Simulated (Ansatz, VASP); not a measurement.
Two plane-wave programs on Mg6CoSb

INCAR

```
ALGO = Normal
EDIFF = 1E-7
ENCUT = 520
GGA = PE
ISIF = 2
ISMEAR = -1
ISPIN = 2
LASPH = T
LCHARG = F
LMAXMIX = 4
LORBIT = 11
LREAL = F
LWAVE = F
MAGMOM = 0 2 0 0 0 0 0 0
NBANDS = 27
NELM = 150
PREC = Accurate
SIGMA = 0.05
```

Contents of KPOINTS:

```
k-points
0
Gamma
  6 5 5
```

File POSCAR:

```
Mg6CoSb
1.0
    4.8483916035      0.0000000000      0.0000000000
    0.0000000000      3.0927091824      5.2915169227
    0.0000000000     -3.0927091824      5.2915169227
Sb Co Mg
1 1 6
Direct
    0.5000000000      0.6727890000      0.6727890000
    0.0000000000      0.8421750000      0.8421750000
    0.5000000000      0.1692510000      0.1692510000
    0.5000000000      0.6749950000      0.1474850000
    0.5000000000      0.1474850000      0.6749950000
    0.0000000000      0.3340140000      0.3340140000
    0.0000000000      0.8379730000      0.3213170000
    0.0000000000      0.3213170000      0.8379730000
```

File input.yaml:

```yaml
crystal:
  lattice:
    - [4.8483916035, 0.0, 0.0]
    - [0.0, 3.0927091824, 5.2915169227]
    - [0.0, -3.0927091824, 5.2915169227]
  atoms:
    - { symbol: Sb, position: [0.5, 0.672789, 0.672789] }
    - { symbol: Co, position: [0.0, 0.842175, 0.842175], spin: 2.0 }
    - { symbol: Mg, position: [0.5, 0.169251, 0.169251] }
    - { symbol: Mg, position: [0.5, 0.674995, 0.147485] }
    - { symbol: Mg, position: [0.5, 0.147485, 0.674995] }
    - { symbol: Mg, position: [0.0, 0.334014, 0.334014] }
    - { symbol: Mg, position: [0.0, 0.837973, 0.321317] }
    - { symbol: Mg, position: [0.0, 0.321317, 0.837973] }
hamiltonian:
  xc: pbe
  pseudopotentials: { kind: paw }
magnetization:
  spin_polarized: true
kpoints:
  mp_grid: { grid: [6, 5, 5] }
scf:
  occupations: { method: fermi_dirac, width: 0.05 }
output:
  forces: true
  stress: true
  eigenvalues: true
```

Change from the starting cell: volume scaled by 0.98.

Alike in both runs: task single point; functional PBE; k mesh 6 × 5 × 5; occupations fermi-dirac, width 0.05 eV; collinear spin, ferromagnetic start.

|  | VASP | Ansatz |
| --- | --- | --- |
| version | VASP 6.6.1 | Ansatz 0.2.0 |
| potentials or method | VASP PAW PBE potentials, release 64 (Sb, Co, Mg) | Ansatz PAW |
| plane-wave cutoff (eV) | 520 | 420 |
| valence electrons in the cell | 26 | 92 |

|  | VASP | Ansatz | Ansatz less VASP |
| --- | --- | --- | --- |
| gap on the k mesh at the Fermi level (eV) | none | none | - |
| pressure (GPa) | 1.2 | 1.2 | +0.07 |
| largest component of the traceless stress (GPa) | 0.17 | 0.15 | -0.014 |
| rms of the force components (eV/Å) | 0.015 | 0.016 | +0.0009 |
| net moment per atom (μB) | 0.11 | 0.11 | +0.003 |
| size of the moment on the site where the two differ most (μB) | 1.02 | 1.06 | +0.040 |

Site moments also hang on the region over which each program counts them. Atom by atom the forces differ by 0.003 eV/Å (rms over components). A gap of «none» marks a metal or a gap that the smearing closes. With one functional, cell and mesh, what is left measures potentials, basis and numerics. The two sets of potentials don't hold the same shells in valence.

Caveats: a cell with one magnetic atom can't hold antiferromagnetic order, which such compounds often take. The runs have no spin-orbit coupling, so splittings on Sb are missing.
